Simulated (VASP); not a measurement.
Output of a VASP run:

OSZICAR:
```
...
DAV:   1    -0.482170688645E+02   -0.75941E-01   -0.20548E+00   378   0.128E+01    0.125E+00
DAV:   2    -0.481724590775E+02    0.44610E-01   -0.91622E-02   368   0.463E+00    0.798E-01
DAV:   3    -0.481315531928E+02    0.40906E-01   -0.65694E-02   488   0.332E+00    0.824E-02
DAV:   4    -0.481383691012E+02   -0.68159E-02   -0.24209E-02   360   0.158E+00    0.572E-02
DAV:   5    -0.481393752118E+02   -0.10061E-02   -0.13697E-03   366   0.331E-01    0.495E-02
DAV:   6    -0.481447297874E+02   -0.53546E-02   -0.39238E-03   360   0.359E-01    0.210E-02
DAV:   7    -0.481421590508E+02    0.25707E-02   -0.25676E-03   360   0.305E-01    0.127E-02
DAV:   8    -0.481450965167E+02   -0.29375E-02   -0.32449E-03   360   0.287E-01    0.665E-03
DAV:   9    -0.481449409059E+02    0.15561E-03   -0.80979E-04   360   0.264E-01    0.689E-03
DAV:  10    -0.481457834001E+02   -0.84249E-03   -0.14630E-03   360   0.343E-01    0.343E-03
DAV:  11    -0.481446479496E+02    0.11355E-02   -0.18998E-03   360   0.378E-01    0.420E-03
DAV:  12    -0.481444149320E+02    0.23302E-03   -0.27251E-04   362   0.123E-01    0.283E-03
DAV:  13    -0.481449464289E+02   -0.53150E-03   -0.41378E-04   360   0.139E-01    0.139E-03
DAV:  14    -0.481454413481E+02   -0.49492E-03   -0.53449E-04   360   0.200E-01    0.999E-04
DAV:  15    -0.481454778771E+02   -0.36529E-04   -0.14694E-05   284   0.404E-02    0.105E-03
DAV:  16    -0.481454807985E+02   -0.29215E-05   -0.27626E-07   272   0.605E-03    0.103E-03
DAV:  17    -0.481454763767E+02    0.44218E-05   -0.90589E-06   280   0.290E-02    0.824E-04
DAV:  18    -0.481454870261E+02   -0.10649E-04   -0.11036E-05   280   0.246E-02    0.781E-04
DAV:  19    -0.481454914173E+02   -0.43912E-05   -0.11140E-06   280   0.798E-03    0.695E-04
DAV:  20    -0.481454915201E+02   -0.10283E-06   -0.39361E-08   208   0.216E-03
   3 F= -.48145492E+02 E0= -.48145041E+02  d E =-.733427E-01
       N       E                     dE             d eps       ncg     rms          rms(c)
DAV:   1    -0.481460147684E+02   -0.52335E-03   -0.14531E-02   374   0.108E+00    0.105E-01
DAV:   2    -0.481456550114E+02    0.35976E-03   -0.66146E-04   368   0.409E-01    0.670E-02
DAV:   3    -0.481451730606E+02    0.48195E-03   -0.55573E-04   504   0.304E-01    0.667E-03
DAV:   4    -0.481454177391E+02   -0.24468E-03   -0.31784E-04   360   0.165E-01    0.521E-03
DAV:   5    -0.481454165775E+02    0.11616E-05   -0.45222E-06   390   0.203E-02    0.526E-03
DAV:   6    -0.481453838434E+02    0.32734E-04   -0.17451E-06   280   0.101E-02    0.619E-03
DAV:   7    -0.481454603971E+02   -0.76554E-04   -0.28560E-05   280   0.484E-02    0.960E-03
DAV:   8    -0.481453670139E+02    0.93383E-04   -0.74199E-05   360   0.672E-02    0.176E-02
DAV:   9    -0.481454352169E+02   -0.68203E-04   -0.80048E-05   360   0.678E-02    0.234E-02
DAV:  10    -0.481454835084E+02   -0.48292E-04   -0.83881E-06   280   0.283E-02    0.239E-02
DAV:  11    -0.481454762350E+02    0.72734E-05   -0.15130E-06   286   0.129E-02    0.259E-02
DAV:  12    -0.481454655334E+02    0.10702E-04   -0.44093E-06   280   0.221E-02    0.321E-02
DAV:  13    -0.481454608199E+02    0.47135E-05   -0.23521E-06   280   0.140E-02    0.346E-02
DAV:  14    -0.481454638652E+02   -0.30453E-05   -0.61328E-07   272   0.869E-03    0.369E-02
DAV:  15    -0.481454789016E+02   -0.15036E-04   -0.14378E-06   280   0.198E-02    0.314E-02
DAV:  16    -0.481454763255E+02    0.25761E-05   -0.17149E-07   200   0.673E-03    0.327E-02
DAV:  17    -0.481454768291E+02   -0.50364E-06   -0.76103E-08   208   0.393E-03
   4 F= -.48145477E+02 E0= -.48145026E+02  d E =-.733280E-01
```

### OUTCAR
```
------------------------ aborting loop because EDIFF is reached ----------------------------------------
  FORCE on cell =-STRESS in cart. coord.  units (eV):
  Direction    XX          YY          ZZ          XY          YZ          ZX
  --------------------------------------------------------------------------------------
  Total        0.0877525      0.0877525      0.0610644      0.0000000      0.0000000      0.0000000
  in kB        0.4853313      0.4853311      0.3377281      0.0000000      0.0000000      0.0000000
  external PRESSURE =       0.4361301 kB  Pullay stress =       0.0000000 kB
  volume of cell :      289.69
      direct lattice vectors                 reciprocal lattice vectors
     4.706900009  0.000000000 -0.000000000     0.212454056  0.122660430  0.000000000
    -2.353450005  4.076294205  0.000000000     0.000000000  0.245320860  0.000000000
     0.000000000  0.000000000 15.098411679     0.000000000  0.000000000  0.066232132
 POSITION                                       TOTAL-FORCE (eV/Angst)
 -----------------------------------------------------------------------------------
      0.00000      0.00000      7.54921        -0.000000      0.000000      0.000000
      2.35345      1.35876      7.54921         0.000000     -0.000000      0.000000
 -----------------------------------------------------------------------------------
    total drift:                               -0.001052      0.000607      0.000000
  FREE ENERGIE OF THE ION-ELECTRON SYSTEM (eV)
  ---------------------------------------------------
  free  energy   TOTEN  =       -48.1454768291 eV

  energy  without entropy=      -48.1441247375  energy(sigma->0) =      -48.14502613

 reached required accuracy - stopping structural energy minimisation
```
(Selected blocks of OUTCAR.)

**POSCAR**
```
Sn
1
    4.5723620000     0.0000000000     0.0000000000
   -2.2861810000     3.9597810000     0.0000000000
    0.0000000000     0.0000000000    16.0000000000
Sn
2
Direct
  0.0000000000   0.0000000000   0.5000000000
  0.6666670000   0.3333330000   0.5000000000
```

Task: Reconstruct the remaining input files.

Result: One answer among several that fit: the input of the run itself, r2SCAN meta-GGA, plane waves, VASP's PBE PAW potentials (set 64).

### INCAR
```
! general
SYSTEM  = Sn
PREC    = Accurate
ENCUT   = 400
LREAL   = F
LASPH   = T

! electronic loop
EDIFF   = 1E-6
NELM    = 100
ALGO    = Normal
LMAXMIX = 4
LMIXTAU = T

! smearing
ISMEAR  = 1
SIGMA   = 0.1

! functional
METAGGA = R2SCAN

! ions
IBRION  = 2
NSW     = 60
ISIF    = 4
EDIFFG  = -0.01

! output
LWAVE   = F
LCHARG  = F
```

**KPOINTS**
```
Automatic mesh
0
Gamma
8 8 1
0 0 0
```

POTCAR, in this order: Sn_d (PBE.64 set). Program: vasp_std.

The cell holds a wide vacuum, so values per volume refer to the whole cell.

The cell is a sheet with vacuum, built from a generated structure.
